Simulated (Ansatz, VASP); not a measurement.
**Ti4H5 (Ti4H5 (P-42m)) in two plane-wave programs**

Aim: how closely do two programs agree when they are given the same cell, functional and k mesh? The cell is taken from a series of runs on this material, whose earlier steps may have relaxed, scaled, displaced or heated it; both programs get it as it stands.

Calculated with Ansatz 0.2.0; plane waves, with VASP 6.6.1 beside it; relaxation of cell and atoms at r2SCAN.

### 1. The starting structure

Symmetry: P-42m, No. 111, tetragonal system. Conventional cell: a = 4.246 Å, b = 4.246 Å, c = 4.502 Å, α = 90.00°, β = 90.00°, γ = 90.00°. Ti has 5 H at 1.86 to 1.92 Å nearest. H has 4 Ti at 1.89 Å nearest. Nearest to H lie 4 Ti at 1.86 Å. Nearest to H lie 4 Ti at 1.92 Å. Farther neighbours are not listed.

As a file:

```
Ti H
1.0
     4.24644    0.00000    0.00000
     0.00000    4.24644    0.00000
     0.00000    0.00000    4.50231
Ti H
4 5
Direct
  0.74354 0.25646 0.75443
  0.25646 0.74354 0.75443
  0.25646 0.25646 0.24557
  0.74354 0.74354 0.24557
  0.50000 0.00000 0.50000
  0.50000 0.00000 0.00000
  0.00000 0.50000 0.50000
  0.00000 0.50000 0.00000
  0.00000 0.00000 0.50000
```

### 2. VASP: relaxation of cell and atoms, r2SCAN

The relaxed volume is the usual yardstick between codes: in a stiff, nearly cubic crystal its relative difference is about their pressure difference at one cell divided by the bulk modulus.

Lines of VASP's logs that name or quote its potential files are left out, and so is its time.

INCAR reads:

```
SYSTEM = Ti4H5
PREC = Accurate
ENCUT = 550
EDIFF = 1E-07
NELM = 120
ISMEAR = -1
SIGMA = 0.05
LREAL = .FALSE.
ALGO = Normal
METAGGA = R2SCAN
LASPH = .TRUE.
NBANDS = 35
LORBIT = 11
LWAVE = .FALSE.
LCHARG = .FALSE.
ISIF = 3
IBRION = 2
NSW = 80
EDIFFG = -0.005
GGA_COMPAT = .FALSE.
NELMIN = 4
LMIXTAU = .TRUE.
KPAR = 2
```

POSCAR reads:

```
Ti4H5
1.0
    4.2464400000      0.0000000000      0.0000000000
    0.0000000000      4.2464400000      0.0000000000
    0.0000000000      0.0000000000      4.5023070000
Ti H
4 5
Direct
    0.7435447104      0.2564552896      0.7544347820
    0.2564552896      0.7435447104      0.7544347820
    0.2564552896      0.2564552896      0.2455654401
    0.7435447104      0.7435447104      0.2455654401
    0.5000000000      0.0000000000      0.5000001111
    0.5000000000      0.0000000000      0.0000000000
    0.0000000000      0.5000000000      0.5000001111
    0.0000000000      0.5000000000      0.0000000000
    0.0000000000      0.0000000000      0.5000001111
```

KPOINTS reads:

```
Automatic mesh
0
Gamma
9 9 9
0 0 0
```

The projector-augmented-wave data sets are Ti_sv and H (PBE family, release 64).

On the command line:

```bash
$ mpirun -np 2 vasp_std
```

Numbers of over 12 decimals in the logs are rounded to 6 here.

Log:

```text
[banner, memory and clock lines left out]
running    2 mpi-ranks, on    1 nodes
 distrk:  each k-point on    1 cores,    2 groups
 distr:  one band on    1 cores,    1 groups

 POSCAR found type information on POSCAR TiH
 POSCAR found :  2 types and       9 ions
|                                                                             |
|               ----> ADVICE to this user running VASP <----                  |
|                                                                             |
|     You enforced a specific xc type in the INCAR file but a different       |
|     [... a line on the potential file left out ...]
|     I HOPE YOU KNOW WHAT YOU ARE DOING!                                     |
|                                                                             |

 LDA part: xc-table for (None), standard interpolation
 POSCAR, INCAR and KPOINTS ok, starting setup
 FFT: planning ... GRIDC
 FFT: planning ... GRID_SOFT
 FFT: planning ... GRID
 WAVECAR not read
 entering main loop
       N       E                     dE             d eps       ncg     rms          rms(c)
DAV:   1     0.696195706867E+03    0.69620E+03   -0.28079E+04  5250   0.195E+03
DAV:   2     0.221612039133E+01   -0.69398E+03   -0.68078E+03  5250   0.593E+02
DAV:   3    -0.832598711755E+02   -0.85476E+02   -0.84080E+02  8387   0.186E+02
DAV:   4    -0.941433411064E+02   -0.10883E+02   -0.10838E+02  7705   0.586E+01
DAV:   5    -0.947400595032E+02   -0.59672E+00   -0.59636E+00  8244   0.124E+01    0.268E+01
DAV:   6    -0.755207535168E+02    0.19219E+02   -0.50228E+01  6346   0.674E+01    0.486E+00
DAV:   7    -0.713754748015E+02    0.41453E+01   -0.48971E+00  7103   0.133E+01    0.296E+00
DAV:   8    -0.770560678242E+02   -0.56806E+01   -0.43135E+00  6436   0.125E+01    0.149E+00
DAV:   9    -0.732133592631E+02    0.38427E+01   -0.13714E+00  6144   0.103E+01    0.884E-01
DAV:  10    -0.731594731622E+02    0.53886E-01   -0.29079E-01  7678   0.277E+00    0.113E+00
DAV:  11    -0.728968836958E+02    0.26259E+00   -0.86092E-01  5460   0.802E+00    0.127E+00
DAV:  12    -0.731881367094E+02   -0.29125E+00   -0.36857E-01  5454   0.518E+00    0.123E+00
DAV:  13    -0.731855077252E+02    0.26290E-02   -0.46229E-02  6767   0.160E+00    0.121E+00
DAV:  14    -0.731743645424E+02    0.11143E-01   -0.29451E-02  5615   0.122E+00    0.112E+00
[...]
DAV:  21    -0.731907105303E+02    0.72059E-04   -0.37762E-04  5953   0.159E-01    0.203E-01
DAV:  22    -0.731907049866E+02    0.55437E-05   -0.20894E-04  6235   0.116E-01    0.117E-01
DAV:  23    -0.731906907468E+02    0.14240E-04   -0.14891E-04  6241   0.941E-02    0.182E-02
DAV:  24    -0.731906906470E+02    0.99792E-07   -0.21402E-05  7827   0.295E-02    0.584E-03
DAV:  25    -0.731906908181E+02   -0.17109E-06   -0.15438E-06  6748   0.872E-03    0.119E-03
DAV:  26    -0.731906912549E+02   -0.43688E-06   -0.51697E-07  4921   0.538E-03    0.105E-03
DAV:  27    -0.731906906323E+02    0.62261E-06   -0.81725E-07  5611   0.755E-03    0.317E-03
DAV:  28    -0.731906906262E+02    0.61455E-08   -0.59889E-08  3279   0.212E-03
   1 F= -.73190691E+02 E0= -.73171839E+02  d E =-.731907E+02
[...]
2 F= -.73190807E+02 E0= -.73171878E+02  d E =-.116606E-03
[...]
3 F= -.73190813E+02 E0= -.73171863E+02  d E =-.122724E-03
 curvature:  -0.64 expect dE=-0.285E-04 dE for cont linesearch -0.299E-07
 trial: gam= 0.22030 g(F)=  0.106E-05 g(S)=  0.431E-04 ort = 0.295E-05 (trialstep = 0.105E+01)
 search vector abs. value=  0.546E-04
 bond charge predicted
       N       E                     dE             d eps       ncg     rms          rms(c)
DAV:   1    -0.731908439411E+02   -0.30523E-04   -0.60275E-03  5374   0.104E+00    0.714E-02
DAV:   2    -0.731908693544E+02   -0.25413E-04   -0.11867E-03  5400   0.277E-01    0.443E-02
DAV:   3    -0.731908466947E+02    0.22660E-04   -0.18927E-04  7215   0.116E-01    0.150E-02
DAV:   4    -0.731908469941E+02   -0.29945E-06   -0.43416E-05  6568   0.615E-02    0.689E-03
DAV:   5    -0.731908480717E+02   -0.10776E-05   -0.14049E-05  7015   0.336E-02    0.195E-03
DAV:   6    -0.731908496431E+02   -0.15714E-05   -0.60962E-06  6045   0.219E-02    0.172E-03
DAV:   7    -0.731908500208E+02   -0.37769E-06   -0.84907E-07  6141   0.895E-03    0.158E-03
DAV:   8    -0.731908503235E+02   -0.30275E-06   -0.49765E-07  4839   0.674E-03    0.522E-04
DAV:   9    -0.731908503746E+02   -0.51097E-07   -0.41285E-08  3191   0.186E-03
   4 F= -.73190850E+02 E0= -.73171874E+02  d E =-.370240E-04
 trial-energy change:   -0.000037  1 .order   -0.000038   -0.000047   -0.000030
 step:   2.8298(harm=  2.8298)  dis= 0.00073  next Energy=   -73.190877 (dE=-0.634E-04)
 reached required accuracy - stopping structural energy minimisation
```

Parts of OUTCAR (step 2):

```text
ion  position               nearest neighbor table
   1  0.744  0.256  0.754-   6 1.86   8 1.86   7 1.89   5 1.89
   2  0.256  0.744  0.754-   6 1.86   8 1.86   7 1.89   5 1.89
   3  0.256  0.256  0.246-   6 1.86   8 1.86   7 1.89   5 1.89
   4  0.744  0.744  0.246-   6 1.86   8 1.86   7 1.89   5 1.89
   5  0.500  0.000  0.500-   1 1.89   2 1.89   3 1.89   4 1.89
   6  0.500  0.000  0.000-   1 1.86   2 1.86   3 1.86   4 1.86
   7  0.000  0.500  0.500-   1 1.89   2 1.89   3 1.89   4 1.89
   8  0.000  0.500  0.000-   1 1.86   2 1.86   3 1.86   4 1.86
   9  0.000  0.000  0.500-

  LATTYP: Found a simple tetragonal cell.
 ALAT       =     4.2464400000
 C/A-ratio  =     1.0602544720

 Subroutine GETGRP returns: Found  8 space group operations
 (whereof  8 operations were pure point group operations)

The static configuration has the point symmetry D_2d.

 Found     75 irreducible k-points:

   k-points           NKPTS =     75   k-points in BZ     NKDIM =     75   number of bands    NBANDS=     35

   dimension x,y,z NGX =    32 NGY =   32 NGZ =   36
   dimension x,y,z NGXF=    64 NGYF=   64 NGZF=   72

   ENCUT  =  550.0 eV  40.42 Ry    6.36 a.u.   8.12  8.12  8.61*2*pi/ulx,y,z

   NELECT =      53.0000    total number of electrons

 k-points in reciprocal lattice and weights: Automatic mesh
   0.00000000  0.00000000  0.00000000       0.001
   0.11111111  0.00000000  0.00000000       0.005
   0.22222222  0.00000000  0.00000000       0.005
   0.33333333  0.00000000  0.00000000       0.005
   0.44444444  0.00000000  0.00000000       0.005
   0.11111111  0.11111111  0.00000000       0.005
   0.22222222  0.11111111  0.00000000       0.011
   0.33333333  0.11111111  0.00000000       0.011
   0.44444444  0.11111111  0.00000000       0.011
[...]
0.44444444  0.33333333  0.44444444       0.022
   0.44444444  0.44444444  0.44444444       0.011

 average (electrostatic) potential at core
       1 -77.9649       2 -77.9649       3 -77.9649       4 -77.9649       5 -32.3764
       6 -32.4827       7 -32.3764       8 -32.4827       9 -32.1673

 E-fermi :   7.7269

 k-point     1 :       0.0000    0.0000    0.0000
  band No.  band energies     occupation
    ...
     22       4.7893      2.00000
     23       4.9056      2.00000
     24       4.9056      2.00000
     25       5.5942      2.00000
     26       7.6941      1.31673
     27       8.1099      0.00094
     28       8.1099      0.00094
     29       8.2925      0.00002
     30       9.4564      0.00000
     31       9.9915      0.00000
    ...

 k-point     2 :       0.1111    0.0000    0.0000
  band No.  band energies     occupation
    ...
     22       4.8856      2.00000
     23       4.9972      2.00000
     24       5.1043      2.00000
     25       5.6453      2.00000
     26       7.7524      0.75044
     27       7.7995      0.37930
     28       8.1500      0.00042
     29       8.4087      0.00000
     30       9.4696      0.00000
     31       9.9275      0.00000
    ...

 k-point     3 :       0.2222    0.0000    0.0000
  band No.  band energies     occupation
    ...
     22       5.1537      2.00000
     23       5.2511      2.00000
     24       5.4871      2.00000
     25       5.8252      2.00000
     26       7.4182      1.99584
     27       7.9252      0.03715
     28       8.2718      0.00004
     29       8.2963      0.00002
     30       9.4387      0.00000
     31       9.7997      0.00000
    ...

  Total       -0.0392436     -0.0392436      0.0216968      0.0000000      0.0000000      0.0000000
  in kB       -0.7734748     -0.7734748      0.4276353      0.0000000      0.0000000      0.0000000
  external PRESSURE =      -0.3731048 kB  Pullay stress =       0.0000000 kB

  energy-cutoff  :      550.00
  volume of cell :       81.29
      direct lattice vectors                 reciprocal lattice vectors
     4.246097940  0.000000000  0.000000000     0.235510347  0.000000000  0.000000000
     0.000000000  4.246097940  0.000000000     0.000000000  0.235510347  0.000000000
     0.000000000 -0.000000000  4.508720488     0.000000000 -0.000000000  0.221792414

 POSITION                                       TOTAL-FORCE (eV/Angst)
 -----------------------------------------------------------------------------------
      3.15705      1.08905      3.40044         0.000399     -0.000399      0.001267
      1.08905      3.15705      3.40044        -0.000399      0.000399      0.001267
      1.08905      1.08905      1.10829        -0.000399     -0.000399     -0.001267
      3.15705      3.15705      1.10829         0.000399      0.000399     -0.001267
      2.12305      4.24610      2.25436        -0.000000      0.000000      0.000000
      2.12305      4.24610      0.00000        -0.000000      0.000000      0.000000
      4.24610      2.12305      2.25436        -0.000000     -0.000000      0.000000
      4.24610      2.12305      0.00000        -0.000000      0.000000      0.000000
      4.24610      4.24610      2.25436        -0.000000      0.000000      0.000000
 -----------------------------------------------------------------------------------
    total drift:                                0.000000      0.000000     -0.003694

  FREE ENERGIE OF THE ION-ELECTRON SYSTEM (eV)
  ---------------------------------------------------
  free  energy   TOTEN  =       -73.1908503746 eV

  energy  without entropy=      -73.1528970719  energy(sigma->0) =      -73.17187372

 reached required accuracy - stopping structural energy minimisation

 total charge
# of ion       s       p       d       tot
------------------------------------------
    1        2.184   6.169   1.858  10.211
    2        2.184   6.169   1.858  10.211
    3        2.184   6.169   1.858  10.211
    4        2.184   6.169   1.858  10.211
    5        0.609   0.018   0.000   0.626
    6        0.613   0.020   0.000   0.632
    7        0.609   0.018   0.000   0.626
    8        0.613   0.020   0.000   0.632
    9        0.593   0.017   0.000   0.610
--------------------------------------------------
tot         11.771  24.768   7.433  43.971

[... 3 further parts left out ...]
```

CONTCAR:

```
Ti4H5
   1.00000000000000
     4.2460979398470009    0.0000000000000000    0.0000000000000000
     0.0000000000000000    4.2460979398470009    0.0000000000000000
     0.0000000000000000   -0.0000000000000000    4.5087204884225995
  Ti              H
     4     5
Direct
     0.7435173411836594    0.2564826588163407    0.7541909732834672
     0.2564826588163407    0.7435173411836594    0.7541909732834672
     0.2564826588163407    0.2564826588163407    0.2458092488165316
     0.7435173411836594    0.7435173411836594    0.2458092488165316
     0.5000000000000000    1.0000000000000000    0.5000001111000003
     0.5000000000000000    1.0000000000000000    0.0000000000000000
     1.0000000000000000    0.5000000000000000    0.5000001111000003
     1.0000000000000000    0.5000000000000000    0.0000000000000000
     1.0000000000000000    1.0000000000000000    0.5000001111000003
```

This run has no spin polarisation. Its electron count is odd, so without a moment it is a metal by construction. The run keeps the 8 symmetry operations of its start, so it cannot find a distortion of lower symmetry.

[end of part 1 of 2]

[Lines on the potential files, build, host, timing and source positions are cut from VASP's logs without a mark.]

[Logs are printed without paths, hosts, clocks, repeated set-up lines and the standing remarks that a program may print on its own settings, such as how far it seeks lower states.]

[Hosts, paths, dates, database ids (printed as entryN), source tags and the programs' standing remarks are cut or masked in the printed files.]
